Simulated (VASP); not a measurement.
# Ba2Tl5V3O12 (P1) in VASP: notebook

Runs on Ba2Tl5V3O12. Level: PBE. Tasks: atomic charges, electron localisation function.

All numbers are computed with VASP 6.6.1; they aren't measurements. Logs are shortened: lines on timing, memory, paths and dates and some standing lists are left out, and cuts for length are marked.

### 1 The crystal as given

The typed cell holds 22 atoms: a = 6.061 Å, b = 6.112 Å, c = 14.126 Å, α = 95.24°, β = 99.31°, γ = 113.97°.

The cell was built by a generator and needn't be a form met in nature.

### 2 Atomic charges, PBE, collinear spin, ferromagnetic start

Contents of INCAR:

```
SYSTEM = Ba2Tl5V3O12
PREC = Accurate
ENCUT = 520
EDIFF = 1E-6
ISMEAR = -1
SIGMA = 0.05
LREAL = .FALSE.
LASPH = .TRUE.
NELM = 100
ALGO = Normal
ISIF = 2
LWAVE = .FALSE.
LCHARG = .TRUE.
ISPIN = 2
MAGMOM = 0 0 2 2 2 0 0 0 0 0 0 0 0 0 0 0 0 0 0 0 0 0
LORBIT = 11
LMAXMIX = 4
GGA = PE
LVHAR = .TRUE.
KPAR = 4
```

Contents of KPOINTS:

```
Automatic mesh
0
G
  5 5 2
  0 0 0
```

Contents of POSCAR:

```
Ba2Tl5V3O12
1.0
    6.0437000000      0.0954900000     -0.4538500000
   -2.5758800000      5.5423000000      0.0296100000
   -1.2131500000     -2.0613200000     13.9219600000
Ba V Tl O
2 3 5 12
Direct
    0.8825100000      0.0156100000      0.4732000000
    0.5788600000      0.7968800000      0.8892200000
    0.2693600000      0.1058000000      0.9846800000
    0.1162900000      0.5582000000      0.3391400000
    0.6080700000      0.3069600000      0.6655200000
    0.4836100000      0.2899100000      0.3837300000
    0.0831100000      0.0748500000      0.7486900000
    0.7727900000      0.8939800000      0.1771900000
    0.2979100000      0.6659900000      0.6010700000
    0.9720100000      0.4663600000      0.0474000000
    0.0245800000      0.0564700000      0.0435400000
    0.1636900000      0.8697500000      0.8875400000
    0.3358500000      0.3728900000      0.9381800000
    0.5330800000      0.1024200000      0.0489200000
    0.4267400000      0.6776200000      0.4006300000
    0.9519700000      0.6420200000      0.4121100000
    0.0069600000      0.2404100000      0.3256500000
    0.0837300000      0.6486500000      0.2303200000
    0.8589000000      0.3321400000      0.6165200000
    0.6367300000      0.5816300000      0.7239000000
    0.5634300000      0.0992000000      0.7442300000
    0.3498400000      0.2022600000      0.5686200000
```

Potentials or basis: VASP PAW PBE potentials, release 64 (Ba_sv, V_sv, Tl_d, O).

On the command line:

```bash
$ cat potpaw_PBE.64/Ba_sv/POTCAR potpaw_PBE.64/V_sv/POTCAR potpaw_PBE.64/Tl_d/POTCAR potpaw_PBE.64/O/POTCAR > POTCAR
$ mpirun -np 4 vasp_std > vasp.out
```

OUTCAR:

```text
SYSTEM = Ba2Tl5V3O12
   PREC = Accurate
   ENCUT = 520
   EDIFF = 1E-6
   ISMEAR = -1
   LREAL = .FALSE.
   LASPH = .TRUE.
   NELM = 100
   ISIF = 2
   ISPIN = 2
   LORBIT = 11
   GGA = PE

 ion  position               nearest neighbor table
   1  0.883  0.016  0.473-  16 2.58  17 2.64  22 2.65  15 2.65  19 2.73   6 3.60   9 3.81   6 3.82
                             7 3.82   6 4.05   8 4.08   9 4.12   9 4.22
   2  0.579  0.797  0.889-  13 2.63  20 2.72  12 2.72  21 2.90  14 2.92  11 2.92   3 3.48   3 3.77
                             7 3.81   8 3.97  10 4.01   9 4.02  10 4.22   7 4.26   7 4.32
   3  0.269  0.106  0.985-  14 1.71  12 1.73  13 1.73  11 1.75   7 3.30   2 3.48  10 3.50   2 3.77

   4  0.116  0.558  0.339-  18 1.69  16 1.72  15 1.75  17 1.76   6 3.28
   5  0.608  0.307  0.666-  19 1.73  20 1.73  21 1.73  22 1.75   7 3.37   9 3.51
   6  0.484  0.290  0.384-  15 2.53  16 2.71  17 2.75  22 2.89   4 3.28   1 3.60   1 3.82   1 4.05

   7  0.083  0.075  0.749-  12 2.51  21 2.87  13 2.89  19 3.04   3 3.30   5 3.37   2 3.81   1 3.82
                             9 3.85   2 4.26   2 4.32
   8  0.773  0.894  0.177-  17 2.58  11 2.63  14 2.84  18 2.90  10 3.75  10 3.94   2 3.97   1 4.08
[... 5 lines left out ...]
  11  0.025  0.056  0.044-   3 1.75   8 2.63  10 2.65   2 2.92
  12  0.164  0.870  0.888-   3 1.73   7 2.51   2 2.72
  13  0.336  0.373  0.938-   3 1.73   2 2.63   7 2.89
  14  0.533  0.102  0.049-   3 1.71  10 2.69   8 2.84   2 2.92
  15  0.427  0.678  0.401-   4 1.75   6 2.53   1 2.65
  16  0.952  0.642  0.412-   4 1.72   1 2.58   6 2.71
  17  0.007  0.240  0.326-   4 1.76   8 2.58   1 2.64   6 2.75
  18  0.084  0.649  0.230-   4 1.69  10 2.58   8 2.90
  19  0.859  0.332  0.617-   5 1.73   9 2.67   1 2.73   7 3.04
  20  0.637  0.582  0.724-   5 1.73   9 2.71   2 2.72
  21  0.563  0.099  0.744-   5 1.73   9 2.86   7 2.87   2 2.90
  22  0.350  0.202  0.569-   5 1.75   1 2.65   6 2.89   9 2.98

  LATTYP: Found a triclinic cell.
 ALAT       =     6.1117202011
 B/A-ratio  =     1.0852146448
 C/A-ratio  =     2.3630989780
 COS(alpha) =     0.0004715456
 COS(beta)  =     0.2598796016
 COS(gamma) =     0.5501526351

  Lattice vectors:

 A1 = (  -2.5758800000,   5.5423000000,   0.0296100000)
 A2 = (   3.4678200000,   5.6377900000,  -0.4242400000)
 A3 = (  -4.8305500000,   1.9658300000, -13.4681100000)

Analysis of symmetry for initial positions (statically):
=====================================================================
 Subroutine PRICEL returns:
 Original cell was already a primitive cell.

 Routine SETGRP: Setting up the symmetry group for a
 triclinic supercell.

 Subroutine GETGRP returns: Found  1 space group operations
 (whereof  1 operations were pure point group operations)
 out of a pool of  2 trial point group operations.

The static configuration has the point symmetry C_1 .

Analysis of symmetry for dynamics (positions and initial velocities):
=====================================================================
 Subroutine PRICEL returns:
 Original cell was already a primitive cell.

 Routine SETGRP: Setting up the symmetry group for a
 triclinic supercell.

 Subroutine GETGRP returns: Found  1 space group operations
 (whereof  1 operations were pure point group operations)
 out of a pool of  2 trial point group operations.

The dynamic configuration has the point symmetry C_1 .

Analysis of structural, dynamic, and magnetic symmetry:
=====================================================================
 Subroutine PRICEL returns:
 Original cell was already a primitive cell.

 Routine SETGRP: Setting up the symmetry group for a
 triclinic supercell.

 Subroutine GETGRP returns: Found  1 space group operations
 (whereof  1 operations were pure point group operations)
 out of a pool of  2 trial point group operations.

The overall configuration has the point symmetry C_1 .

 Subroutine INISYM returns: Found  1 space group operations
 (whereof  1 operations are pure point group operations),
 and found     1 'primitive' translations

----------------------------------------------------------------------------------------

                                     Primitive cell

[... 71 lines left out ...]
    -0.000169534  0.035978926  0.005312356    -0.000000000  0.200000000  0.000000000
     0.002709733  0.001065416  0.036308356     0.000000000 -0.000000000  0.500000000

  Length of vectors
     0.037004667  0.036369396  0.036424915

  Shift w.r.t. Gamma in fractional coordinates (k-lattice)
     0.000000000  0.000000000  0.000000000

 Subroutine IBZKPT returns following result:
 ===========================================

 Found     26 irreducible k-points:

 Following reciprocal coordinates:
            Coordinates               Weight
  0.000000  0.000000  0.000000      1.000000
  0.200000  0.000000 -0.000000      2.000000
  0.400000  0.000000  0.000000      2.000000
 -0.000000  0.200000 -0.000000      2.000000
  0.200000  0.200000 -0.000000      2.000000
  0.400000  0.200000 -0.000000      2.000000
[... 16 lines left out ...]
  0.200000  0.400000  0.500000      2.000000
  0.400000  0.400000  0.500000      2.000000
 [... further k-points ...]
   k-points           NKPTS =     26   k-points in BZ     NKDIM =     26   number of bands    NBANDS=    120
   number of dos      NEDOS =    301   number of ions     NIONS =     22
   total plane-waves  NPLWV = 248832
   dimension x,y,z NGX =    48 NGY =   48 NGZ =  108
   dimension x,y,z NGXF=    96 NGYF=   96 NGZF=  216
   ions per type =               2   3   5  12
   NGX,Y,Z   is equivalent  to a cutoff of  13.16, 13.06, 12.71 a.u.
   NGXF,Y,Z  is equivalent  to a cutoff of  26.33, 26.11, 25.42 a.u.
 SYSTEM =  Ba2Tl5V3O12
   PREC   = accura    normal or accurate (medium, high low for compatibility)
   ISTART =      0    job   : 0-new  1-cont  2-samecut
   ICHARG =      2    charge: 1-file 2-atom 10-const
   ISPIN  =      2    spin polarized calculation?
   LNONCOLLINEAR =      F non collinear calculations
   LSORBIT =      F    spin-orbit coupling
   LASPH  =      T    aspherical Exc in radial PAW
   ENCUT  =  520.0 eV  38.22 Ry    6.18 a.u.  11.27 11.36 26.26*2*pi/ulx,y,z
   NELM   =    100;   NELMIN=  2; NELMDL= -5     # of ELM steps
   EDIFF  = 0.1E-05   stopping-criterion for ELM
   LREAL  =      F    real-space projection
   EDIFFG = 0.1E-04   stopping-criterion for IOM
   NSW    =      0    number of steps for IOM
   IBRION =     -1    ionic relax: 0-MD 1-quasi-New 2-CG
   NFREE  =      0    steps in history (QN), initial steepest desc. (CG)
   ISIF   =      2    stress and relaxation
   ISYM   =      2    0-nonsym 1-usesym 2-fastsym
   POTIM  = 0.5000    time-step for ionic-motion
   TEBEG  =    0.0;   TEEND  =   0.0 temperature during run
   PSTRESS=    0.0 pullay stress
   NELECT =     196.0000    total number of electrons
   NUPDOWN=      -1.0000    fix difference up-down
   EMIN   =  10.00;   EMAX   =-10.00  energy-range for DOS
   EFERMI =   0.00;   METHOD = LEGACY
   ISMEAR =    -1;   SIGMA  =   0.05  broadening in eV -4-tet -1-fermi 0-gaus
   EFERMI_NEDOS =   21; number of points for ismear=-14 and -15
   IALGO  =     38    algorithm
   IMIX   =      4    mixing-type and parameters
     AMIX     =   0.40;   BMIX     =  1.00
     AMIX_MAG =   1.60;   BMIX_MAG =  1.00
  volume/ion in A,a.u.               =      21.12       142.53
  Fermi-wavevector in a.u.,A,eV,Ry     =   1.227766  2.320141 20.509546  1.507409
  Thomas-Fermi vector in A             =   2.362717
   LORBIT       =     11    0 simple, 1 ext, 2 COOP (PROOUT), +10 PAW based schemes
   GGA     = PE    functional components
   LHFCALC =     F    Hartree Fock is set to
   AEXX    =    0.0000 exact exchange contribution
   IVDW    =     0    specifies the selected vdW correction
   LEPSILON=     F    determine dielectric tensor
   LRPA    =     F    only Hartree local field effects (RPA)
 spin polarized calculation
  energy-cutoff  :      520.00
  volume of cell :      464.66
 maximum number of plane-waves:     12533
 NGX is ok and might be reduce to    48
   NGX = 23   NGY = 23   NGZ = 53

 number of electron     195.9999998 magnetization       0.0007450

 Free energy of the ion-electron system (eV)
  ---------------------------------------------------
  ext. energy  EPLUGINS =         0.00000000
  ---------------------------------------------------
  free energy    TOTEN  =      -145.76819959 eV

  energy without entropy =     -145.76819959  energy(sigma->0) =     -145.76819959

 E-fermi :   2.4365     XC(G=0):  -8.7743

 val. band max:        1.2296527126   @ k =   0.4000   0.0000   0.5000
 cond. band min:       4.2483563407   @ k =   0.4000   0.4000  -0.0000
 fundamental gap:      3.0187036281
 Fermi energy:         2.4365173972

 spin component 1

 k-point     1 :       0.0000    0.0000    0.0000
  band No.  band energies     occupation
      1     -62.4296      1.00000
      2     -62.3081      1.00000
      3     -62.2802      1.00000
      4     -36.4002      1.00000
      5     -36.3927      1.00000
      6     -36.3579      1.00000
[... 2701 lines left out ...]
    109       5.5168      0.00000
    110       5.6513      0.00000

 [... further k-points ...]

 spin component 2

 k-point     1 :       0.0000    0.0000    0.0000
  band No.  band energies     occupation
      1     -62.4296      1.00000
      2     -62.3081      1.00000
      3     -62.2802      1.00000
      4     -36.4002      1.00000
      5     -36.3927      1.00000
      6     -36.3579      1.00000
[... 2701 lines left out ...]
    109       5.5169      0.00000
    110       5.6514      0.00000

 [... further k-points ...]

 [bands above 110 left out]

------------------------ aborting loop because EDIFF is reached ----------------------------------------

  FORCE on cell =-STRESS in cart. coord.  units (eV):
  Direction    XX          YY          ZZ          XY          YZ          ZX
  --------------------------------------------------------------------------------------
  -------------------------------------------------------------------------------------
  Total        1.6211609      1.5940321      1.5166942     -0.0317368      0.0817751     -0.1505325
  in kB        5.5898847      5.4963428      5.2296756     -0.1094309      0.2819667     -0.5190475
  external PRESSURE =       5.4386344 kB  Pullay stress =       0.0000000 kB

 VOLUME and BASIS-vectors are now :
 -----------------------------------------------------------------------------
  energy-cutoff  :      520.00
  volume of cell :      464.66
      direct lattice vectors                 reciprocal lattice vectors
     6.043700000  0.095490000 -0.453850000     0.166188117  0.077100451  0.025897202
    -2.575880000  5.542300000  0.029610000    -0.000847672  0.179894629  0.026561780
    -1.213150000 -2.061320000 13.921960000     0.005419465  0.002130832  0.072616711

 POSITION                                       TOTAL-FORCE (eV/Angst)
 -----------------------------------------------------------------------------------
      4.71935     -0.80463      6.18781        -0.073943      0.039167      0.034279
      0.36703      2.63886     12.14057         0.065561      0.051226      0.001375
      0.16084     -1.41764     13.58956        -0.032055      0.018809      0.034285
     -1.14646      2.40574      4.68524         0.025002     -0.019704      0.042994
      2.07692      0.38748      8.99846        -0.002202      0.016874     -0.011103
      1.71050      0.86196      5.13137         0.000591      0.000780     -0.003651
     -0.59879     -1.12051     10.38773        -0.002415      0.001551     -0.000814
      2.15277      4.66325      2.14257         0.002035      0.001670     -0.002160
     -0.64422      2.48057      8.25259        -0.000497      0.002689      0.004736
      4.61575      2.57982      0.23256        -0.000145      0.003204      0.004959
     -0.04973      0.22557      0.59668        -0.092904     -0.023886      0.090707
     -2.32780      3.00654     12.30776        -0.058461     -0.089651     -0.109017
     -0.06890      0.16485     12.91992        -0.034673      0.033629     -0.028421
      2.89861      0.51771      0.44216         0.131422      0.007486      0.104747
      0.34760      2.97050      5.40394         0.03
```

Wall time 44 min (4 MPI ranks of AMD EPYC 7R13 (Zen 3), shared host); peak memory 2.1 GiB.

What came out:

```yaml
Free_energy: -145.7682 eV
Pressure: 0.5 GPa
Largest_force: 0.198 eV/Å
Band_gap_on_the_k_mesh: 3.02 eV, indirect (least direct gap 3.03 eV)
Net_moment: 0.00 μB per cell
Valence_electrons_inside_the_program's_atomic_spheres: Ba 7.91, 7.85; V 12.12, 12.11, 12.07; Tl 11.13, 11.10, 11.12, 11.11; O 4.97, 4.99, 4.98, 5.00
```

Forces on the atoms (eV/Å):
```
Ba  -0.074  0.039  0.034
Ba   0.066  0.051  0.001
V   -0.032  0.019  0.034
V    0.025 -0.020  0.043
V   -0.002  0.017 -0.011
Tl   0.001  0.001 -0.004
Tl  -0.002  0.002 -0.001
Tl   0.002  0.002 -0.002
Tl   0.000  0.003  0.005
Tl   0.000  0.003  0.005
O   -0.093 -0.024  0.091
O   -0.058 -0.090 -0.109
O   -0.035  0.034 -0.028
O    0.131  0.007  0.105
O    0.040 -0.023  0.023
O   -0.035 -0.073  0.048
O    0.020 -0.079 -0.076
O   -0.035  0.082 -0.177
O    0.100  0.058 -0.012
O   -0.021  0.092  0.001
O    0.006 -0.100  0.079
O   -0.002 -0.002 -0.049
```

Stress tensor (GPa, compression positive):
```
 0.56 -0.01 -0.05
-0.01  0.55  0.03
-0.05  0.03  0.52
```

Levels at points of the mesh, in eV from the valence-band top:
Spin up:
| k point | band 94 | band 95 | band 96 | band 97 | band 98 | band 99 | band 100 | band 101 | band 102 | band 103 |
| --- | --- | --- | --- | --- | --- | --- | --- | --- | --- | --- |
| (0.00, 0.00, 0.00) | -0.54 | -0.50 | -0.35 | -0.21 | -0.10 | 3.11 | 3.29 | 3.40 | 3.56 | 3.62 |
| (0.00, 0.00, 0.50) | -0.53 | -0.52 | -0.34 | -0.19 | -0.12 | 3.12 | 3.26 | 3.41 | 3.53 | 3.62 |
Spin down:
| k point | band 96 | band 97 | band 98 | band 99 | band 100 | band 101 |
| --- | --- | --- | --- | --- | --- | --- |
| (0.00, 0.00, 0.00) | -0.35 | -0.21 | -0.10 | 3.11 | 3.29 | 3.40 |
| (0.00, 0.00, 0.50) | -0.34 | -0.19 | -0.12 | 3.12 | 3.26 | 3.41 |

Caveat: spin-orbit coupling is left out, which as a rule narrows the gap of such compounds by several tenths of an eV; an odd mesh through Γ misses points on the zone boundary, where band edges often lie.

[end of part 1 of 2]
